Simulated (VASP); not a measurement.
# HfSi2B4 (P4/mmm) in VASP: density of states with PBE

Aim: the density of states of HfSi2B4 with PBE.

Program: VASP 6.6.1. These are calculated values, not measurements. Logs are shortened: lines on timing, memory, paths and dates and some standing lists are left out, and cuts for length are marked.

**1. The crystal as given**

Symmetry: P4/mmm, No. 123, tetragonal system. The conventional cell has a = 4.254 Å, b = 4.254 Å, c = 5.354 Å, α = 90.00°, β = 90.00°, γ = 90.00°. Hf (site symmetry 4/mmm) is surrounded by 8 B at 2.31 Å. Si (site symmetry 4/mmm) is surrounded by 8 B at 2.94 Å and 4 Si at 3.01 Å. Si (site symmetry 4/mmm) has 2 Hf at 2.68 Å and 4 Si at 3.01 Å as nearest neighbours. B (site symmetry m2m) has 3 B at 1.72 to 1.83 Å as nearest neighbours.

The cell was built by a generator and needn't be a form met in nature.

**2. Density of states, PBE**

The input, POSCAR:

```
HfSi2B4                                 
1.0
    4.2537876943      0.0000000000      0.0000000000
    0.0000000000      4.2537876943      0.0000000000
    0.0000000000      0.0000000000      5.3542854249
  Hf              Si              B             
     1     2     4
Direct
     0.0000000000000000    0.0000000000000000    0.0000000000000000
     0.5000000000000000    0.5000000000000000    0.5000000000000000
     0.0000000000000000    0.0000000000000000    0.5000000000000000
     0.7853458954837791    0.5000000000000000    0.0000000000000000
     0.2146541045162209    0.5000000000000000    0.0000000000000000
     0.5000000000000000    0.7853458954837791    0.0000000000000000
     0.5000000000000000    0.2146541045162209    0.0000000000000000
```

The input, INCAR.step1:

```
SYSTEM = HfSi2B4
  PREC = Accurate
  ENCUT = 520
  EDIFF = 1E-6
  ISMEAR = 0
  SIGMA = 0.1
  LREAL = .FALSE.
  LASPH = .TRUE.
  NELM = 100
  ALGO = Normal
  ISIF = 2
  LWAVE = .FALSE.
  LCHARG = .TRUE.
  LMAXMIX = 4
  GGA = PE
  NBANDS = 24
  KPAR = 4
```

The input, KPOINTS.step1:

```
Automatic mesh
0
G
  8 8 6
  0 0 0
```

The input, INCAR.step2:

```
SYSTEM = HfSi2B4
  PREC = Accurate
  ENCUT = 520
  EDIFF = 1E-6
  ISMEAR = -5
  SIGMA = 0.1
  LREAL = .FALSE.
  LASPH = .TRUE.
  NELM = 100
  ALGO = Normal
  ISIF = 2
  LWAVE = .FALSE.
  LCHARG = .FALSE.
  LMAXMIX = 4
  GGA = PE
  LORBIT = 11
  NBANDS = 24
  KPAR = 4
  NEDOS = 2001
  ICHARG = 11
```

The input, KPOINTS.step2:

```
Automatic mesh
0
G
  12 12 9
  0 0 0
```

Potentials or basis: VASP PAW PBE potentials, release 64 (Hf_pv, Si, B).

Command:

```sh
$ cat potpaw_PBE.64/Hf_pv/POTCAR potpaw_PBE.64/Si/POTCAR potpaw_PBE.64/B/POTCAR > POTCAR
$ cp INCAR.step1 INCAR
$ cp KPOINTS.step1 KPOINTS
$ mpirun -np 4 vasp_std > vasp.out
$ cp INCAR.step2 INCAR
$ cp KPOINTS.step2 KPOINTS
$ mpirun -np 4 vasp_std > vasp.out
```

OUTCAR:

```text
SYSTEM = HfSi2B4
   PREC = Accurate
   ENCUT = 520
   EDIFF = 1E-6
   ISMEAR = -5
   LREAL = .FALSE.
   LASPH = .TRUE.
   NELM = 100
   ISIF = 2
   GGA = PE
   LORBIT = 11
   ICHARG = 11

 ion  position               nearest neighbor table
   1  0.000  0.000  0.000-   4 2.31   5 2.31   6 2.31   7 2.31   4 2.31   5 2.31   6 2.31   7 2.31
                             3 2.68   3 2.68
   2  0.500  0.500  0.500-   3 3.01   3 3.01   3 3.01   3 3.01
   3  0.000  0.000  0.500-   1 2.68   1 2.68   2 3.01   2 3.01   2 3.01   2 3.01
   4  0.785  0.500  0.000-   6 1.72   7 1.72   5 1.83   1 2.31   1 2.31
   5  0.215  0.500  0.000-   6 1.72   7 1.72   4 1.83   1 2.31   1 2.31
   6  0.500  0.785  0.000-   4 1.72   5 1.72   7 1.83   1 2.31   1 2.31
   7  0.500  0.215  0.000-   4 1.72   5 1.72   6 1.83   1 2.31   1 2.31

  LATTYP: Found a simple tetragonal cell.
 ALAT       =     4.2537876943
 C/A-ratio  =     1.2587100743

  Lattice vectors:

 A1 = (   4.2537876943,   0.0000000000,   0.0000000000)
 A2 = (   0.0000000000,   4.2537876943,   0.0000000000)
 A3 = (   0.0000000000,   0.0000000000,   5.3542854249)

Analysis of symmetry for initial positions (statically):
=====================================================================
 Subroutine PRICEL returns:
 Original cell was already a primitive cell.

 Routine SETGRP: Setting up the symmetry group for a
 simple tetragonal supercell.

 Subroutine GETGRP returns: Found 16 space group operations
 (whereof 16 operations were pure point group operations)
 out of a pool of 16 trial point group operations.

The static configuration has the point symmetry D_4h.

Analysis of symmetry for dynamics (positions and initial velocities):
=====================================================================
 Subroutine PRICEL returns:
 Original cell was already a primitive cell.

 Routine SETGRP: Setting up the symmetry group for a
 simple tetragonal supercell.

 Subroutine GETGRP returns: Found 16 space group operations
 (whereof 16 operations were pure point group operations)
 out of a pool of 16 trial point group operations.

The dynamic configuration has the point symmetry D_4h.

 Subroutine INISYM returns: Found 16 space group operations
 (whereof 16 operations are pure point group operations),
 and found     1 'primitive' translations

----------------------------------------------------------------------------------------

                                     Primitive cell

  volume of cell :      96.8842

  direct lattice vectors                    reciprocal lattice vectors
     4.253787694  0.000000000  0.000000000     0.235084605  0.000000000  0.000000000
     0.000000000  4.253787694  0.000000000     0.000000000  0.235084605  0.000000000
     0.000000000  0.000000000  5.354285425     0.000000000  0.000000000  0.186766285

  length of vectors
     4.253787694  4.253787694  5.354285425     0.235084605  0.235084605  0.186766285

  position of ions in fractional coordinates (direct lattice)
     0.000000000  0.000000000  0.000000000
     0.500000000  0.500000000  0.500000000
     0.000000000  0.000000000  0.500000000
     0.785345895  0.500000000  0.000000000
     0.214654105  0.500000000  0.000000000
     0.500000000  0.785345895  0.000000000
     0.500000000  0.214654105  0.000000000

  ion indices of the primitive-cell ions
   primitive index   ion index
                 1           1
                 2           2
                 3           3
                 4           4
                 5           5
                 6           6
                 7           7

----------------------------------------------------------------------------------------

 KPOINTS: Automatic mesh

Automatic generation of k-mesh.
 Grid dimensions read from file:
 generate k-points for:   12   12    9

 Generating k-lattice:

  Cartesian coordinates                     Fractional coordinates (reciprocal lattice)
     0.019590384  0.000000000  0.000000000     0.083333333  0.000000000  0.000000000
     0.000000000  0.019590384  0.000000000     0.000000000  0.083333333  0.000000000
     0.000000000  0.000000000  0.020751809     0.000000000  0.000000000  0.111111111

  Length of vectors
     0.019590384  0.019590384  0.020751809

  Shift w.r.t. Gamma in fractional coordinates (k-lattice)
     0.000000000  0.000000000  0.000000000

 TETIRR: Found   1950 inequivalent tetrahedra from     7776

 Subroutine IBZKPT returns following result:
 ===========================================

 Found    140 irreducible k-points:

 Following reciprocal coordinates:
            Coordinates               Weight
  0.000000  0.000000  0.000000      1.000000
  0.083333  0.000000  0.000000      4.000000
  0.166667  0.000000  0.000000      4.000000
  0.250000  0.000000  0.000000      4.000000
  0.333333  0.000000  0.000000      4.000000
  0.416667  0.000000  0.000000      4.000000
[... 16 lines left out ...]
  0.333333  0.333333  0.000000      4.000000
  0.416667  0.333333  0.000000      8.000000
 [... further k-points ...]
   k-points           NKPTS =    140   k-points in BZ     NKDIM =    140   number of bands    NBANDS=     24
   number of dos      NEDOS =   2001   number of ions     NIONS =      7
   total plane-waves  NPLWV =  40960
   dimension x,y,z NGX =    32 NGY =   32 NGZ =   40
   dimension x,y,z NGXF=    64 NGYF=   64 NGZF=   80
   ions per type =               1   2   4
   NGX,Y,Z   is equivalent  to a cutoff of  12.51, 12.51, 12.42 a.u.
   NGXF,Y,Z  is equivalent  to a cutoff of  25.01, 25.01, 24.84 a.u.
 SYSTEM =  HfSi2B4
   PREC   = accura    normal or accurate (medium, high low for compatibility)
   ISTART =      0    job   : 0-new  1-cont  2-samecut
   ICHARG =     11    charge: 1-file 2-atom 10-const
   ISPIN  =      1    spin polarized calculation?
   LNONCOLLINEAR =      F non collinear calculations
   LSORBIT =      F    spin-orbit coupling
   LASPH  =      T    aspherical Exc in radial PAW
   ENCUT  =  520.0 eV  38.22 Ry    6.18 a.u.   7.91  7.91  9.96*2*pi/ulx,y,z
   NELM   =    100;   NELMIN=  2; NELMDL=  0     # of ELM steps
   EDIFF  = 0.1E-05   stopping-criterion for ELM
   LREAL  =      F    real-space projection
[... 7 lines left out ...]
   TEBEG  =    0.0;   TEEND  =   0.0 temperature during run
   PSTRESS=    0.0 pullay stress
   NELECT =      30.0000    total number of electrons
   NUPDOWN=      -1.0000    fix difference up-down
   EMIN   =  10.00;   EMAX   =-10.00  energy-range for DOS
   EFERMI =   0.00;   METHOD = LEGACY
   ISMEAR =    -5;   SIGMA  =   0.10  broadening in eV -4-tet -1-fermi 0-gaus
   EFERMI_NEDOS =   21; number of points for ismear=-14 and -15
   IALGO  =     38    algorithm
   IMIX   =      4    mixing-type and parameters
     AMIX     =   0.40;   BMIX     =  1.00
     AMIX_MAG =   1.60;   BMIX_MAG =  1.00
  volume/ion in A,a.u.               =      13.84        93.40
  Fermi-wavevector in a.u.,A,eV,Ry     =   1.107552  2.092970 16.689884  1.226672
  Thomas-Fermi vector in A             =   2.244068
   LORBIT       =     11    0 simple, 1 ext, 2 COOP (PROOUT), +10 PAW based schemes
   GGA     = PE    functional components
   LHFCALC =     F    Hartree Fock is set to
   AEXX    =    0.0000 exact exchange contribution
   IVDW    =     0    specifies the selected vdW correction
   LEPSILON=     F    determine dielectric tensor
   LRPA    =     F    only Hartree local field effects (RPA)
 non-spin polarized calculation
 Fermi weights with tetrahedron method with Bloechl corrections
  energy-cutoff  :      520.00
  volume of cell :       96.88
 maximum number of plane-waves:      2636
 NGX is ok and might be reduce to    32

 number of electron      29.9999999 magnetization

 Free energy of the ion-electron system (eV)
  ---------------------------------------------------
  ext. energy  EPLUGINS =         0.00000000
  ---------------------------------------------------
  free energy    TOTEN  =       -45.43347414 eV

  energy without entropy =      -45.43347414  energy(sigma->0) =      -45.43347414

 E-fermi :   5.1503     XC(G=0): -10.4670

 val. band max:        5.2491611126   @ k =   0.4167   0.0000   0.1111
 cond. band min:       4.9634949916   @ k =   0.5000   0.0000   0.4444
 fundamental gap:     -0.2856661210
 Fermi energy:         5.1503019131

 k-point     1 :       0.0000    0.0000    0.0000
  band No.  band energies     occupation
      1     -24.9268      2.00000
      2     -24.9268      2.00000
      3     -24.8425      2.00000
      4      -7.4269      2.00000
      5      -3.3543      2.00000
      6      -2.1767      2.00000
[... 16 lines left out ...]
     23       9.6622      0.00000
     24      10.3015      0.00000

 k-point     2 :       0.0833    0.0000    0.0000
  band No.  band energies     occupation
      1     -24.9292      2.00000
      2     -24.9268      2.00000
      3     -24.8423      2.00000
      4      -7.3737      2.00000
      5      -3.3121      2.00000
      6      -2.2337      2.00000
[... 16 lines left out ...]
     23       9.4926      0.00000
     24      10.1499      0.00000

 k-point     3 :       0.1667    0.0000    0.0000
  band No.  band energies     occupation
      1     -24.9358      2.00000
      2     -24.9268      2.00000
      3     -24.8418      2.00000
      4      -7.2173      2.00000
      5      -3.2017      2.00000
      6      -2.5822      2.00000
[... 16 lines left out ...]
     23       9.7472      0.00000
     24       9.8790      0.00000

 k-point     4 :       0.2500    0.0000    0.0000
  band No.  band energies     occupation
      1     -24.9447      2.00000
      2     -24.9269      2.00000
      3     -24.8410      2.00000
      4      -6.9673      2.00000
      5      -3.3507      2.00000
      6      -2.8484      2.00000
[... 16 lines left out ...]
     23       9.7552      0.00000
     24      10.3065      0.00000

 k-point     5 :       0.3333    0.0000    0.0000
  band No.  band energies     occupation
      1     -24.9537      2.00000
      2     -24.9270      2.00000
      3     -24.8403      2.00000
      4      -6.6451      2.00000
      5      -3.9589      2.00000
      6      -2.5910      2.00000
[... 16 lines left out ...]
     23      10.1690      0.00000
     24      10.6353      0.00000

 k-point     6 :       0.4167    0.0000    0.0000
  band No.  band energies     occupation
      1     -24.9602      2.00000
      2     -24.9271      2.00000
      3     -24.8397      2.00000
      4      -6.3064      2.00000
      5      -4.5005      2.00000
      6      -2.2373      2.00000
[... 16 lines left out ...]
     23      10.1633      0.00000
     24      10.8979      0.00000
[... 379 lines left out ...]
 k-point    21 :       0.4167    0.2500    0.0000
  band No.  band energies     occupation
      1     -24.9599      2.00000
      2     -24.9446      2.00000
      3     -24.8383      2.00000
      4      -6.1513      2.00000
      5      -3.9695      2.00000
      6      -2.2897      2.00000
[... 16 lines left out ...]
     23      10.0456      0.00000
     24      10.5997      0.00000

 k-point    22 :       0.5000    0.2500    0.0000
  band No.  band energies     occupation
      1     -24.9622      2.00000
      2     -24.9445      2.00000
      3     -24.8381      2.00000
      4      -6.0575      2.00000
      5      -4.1080      2.00000
      6      -2.1698      2.00000
[... 16 lines left out ...]
     23       9.9449      0.00000
     24      10.4309      0.00000

 k-point    23 :       0.3333    0.3333    0.0000
  band No.  band energies     occupation
      1     -24.9535      2.00000
      2     -24.9531      2.00000
      3     -24.8381      2.00000
      4      -6.2043      2.00000
      5      -3.5449      2.00000
      6      -2.6581      2.00000
[... 16 lines left out ...]
     23      10.6190      0.00000
     24      10.6401      0.00000

 k-point    24 :       0.4167    0.3333    0.0000
  band No.  band energies     occupation
      1     -24.9597      2.00000
      2     -24.9533      2.00000
      3     -24.8376      2.00000
      4      -6.0721      2.00000
      5      -3.6000      2.00000
      6      -2.5882      2.00000
[... 16 lines left out ...]
     23      10.5072      0.00000
     24      10.9951      0.00000

 [... further k-points ...]
[... 5 lines left out ...]
  --------------------------------------------------------------------------------------
  -------------------------------------------------------------------------------------
  Total       -0.0235295     -0.0235295     -0.3216619      0.0000000     -0.0000000      0.0000000
  in kB       -0.3891081     -0.3891081     -5.3193310      0.0000000     -0.0000000      0.0000000
  external PRESSURE =      -2.0325157 kB  Pullay stress =       0.0000000 kB

 VOLUME and BASIS-vectors are now :
 -----------------------------------------------------------------------------
  energy-cutoff  :      520.00
  volume of cell :       96.88
      direct lattice vectors                 reciprocal lattice vectors
     4.253787694  0.000000000  0.000000000     0.235084605  0.000000000  0.000000000
     0.000000000  4.253787694  0.000000000     0.000000000  0.235084605  0.000000000
     0.000000000  0.000000000  5.354285425     0.000000000  0.000000000  0.186766285

 POSITION                                       TOTAL-FORCE (eV/Angst)
 -----------------------------------------------------------------------------------
      0.00000      0.00000      0.00000        -0.000000     -0.000000      0.000000
      2.12689      2.12689      2.67714        -0.000000     -0.000000      0.000000
      0.00000      0.00000      2.67714        -0.000000     -0.000000      0.000000
      3.34069      2.12689      0.00000        -0.075784     -0.000000      0.000000
      0.91309      2.12689      0.00000         0.075784     -0.000000     -0.000000
      2.12689      3.34069      0.00000         0.000000     -0.075784     -0.000000
      2.12689      0.91309      0.00000        -0.000000      0.075784      0.000000
 -----------------------------------------------------------------------------------
    total drift:                                0.000000      0.000000      0.000000

  FREE ENERGIE OF THE ION-ELECTRON SYSTEM (eV)
  ---------------------------------------------------
  free  energy   TOTEN  =       -45.4334741448 eV

  energy  without entropy=      -45.4334741448  energy(sigma->0) =      -45.43347414

 total charge

# of ion       s       p       d       tot
------------------------------------------
    1        0.350   6.692   1.871   8.914
    2        0.935   0.512   0.000   1.447
    3        0.858   0.721   0.000   1.580
    4        0.716   1.218   0.000   1.933
    5        0.716   1.218   0.000   1.933
    6        0.716   1.218   0.000   1.933
    7        0.716   1.218   0.000   1.933
--------------------------------------------------
tot          5.006  12.797   1.871  19.674
```

Run time: 30 s. Hardware: 4 MPI ranks of AMD EPYC 9R45 (Zen 5), shared host; peak memory 0.39 GiB.

Results:

| Quantity | Value |
| --- | --- |
| Valence electrons inside the program's atomic spheres | Hf 8.91; Si 1.45, 1.58; B 1.93 |

States per cell in windows of 1 eV (zero at the Fermi level; states under -8 eV left out):
| from (eV) | total | Hf1_d | Si2_p | B4_p | B5_p | B6_p | B7_p |
| --- | --- | --- | --- | --- | --- | --- | --- |
| -8.0 | 2.40 | 0.13 | 0.01 | 0.07 | 0.07 | 0.07 | 0.07 |
| -7.0 | 2.15 | 0.11 | 0.02 | 0.08 | 0.08 | 0.08 | 0.08 |
| -6.0 | 1.52 | 0.12 | 0.02 | 0.08 | 0.08 | 0.08 | 0.08 |
| -5.0 | 2.34 | 0.22 | 0.04 | 0.19 | 0.19 | 0.19 | 0.19 |
| -4.0 | 3.31 | 0.31 | 0.07 | 0.29 | 0.29 | 0.29 | 0.29 |
| -3.0 | 3.29 | 0.42 | 0.08 | 0.23 | 0.23 | 0.23 | 0.23 |
| -2.0 | 2.70 | 0.31 | 0.12 | 0.12 | 0.12 | 0.12 | 0.12 |
| -1.0 | 1.83 | 0.16 | 0.13 | 0.05 | 0.05 | 0.05 | 0.05 |
| 0.0 | 2.19 | 0.31 | 0.16 | 0.06 | 0.06 | 0.06 | 0.06 |
| 1.0 | 2.84 | 0.42 | 0.36 | 0.08 | 0.08 | 0.08 | 0.08 |
| 2.0 | 2.80 | 0.52 | 0.25 | 0.10 | 0.10 | 0.10 | 0.10 |
| 3.0 | 3.56 | 0.71 | 0.22 | 0.16 | 0.16 | 0.16 | 0.16 |
| 4.0 | 3.00 | 0.68 | 0.20 | 0.12 | 0.12 | 0.12 | 0.12 |
| 5.0 | 3.01 | 0.75 | 0.16 | 0.12 | 0.12 | 0.12 | 0.12 |
| 6.0 | 0.64 | 0.11 | 0.03 | 0.02 | 0.02 | 0.02 | 0.02 |
| 7.0 | 0.01 | 0.00 | 0.00 | 0.00 | 0.00 | 0.00 | 0.00 |

Caveat: tetrahedron occupations give inexact forces and stress in metals.
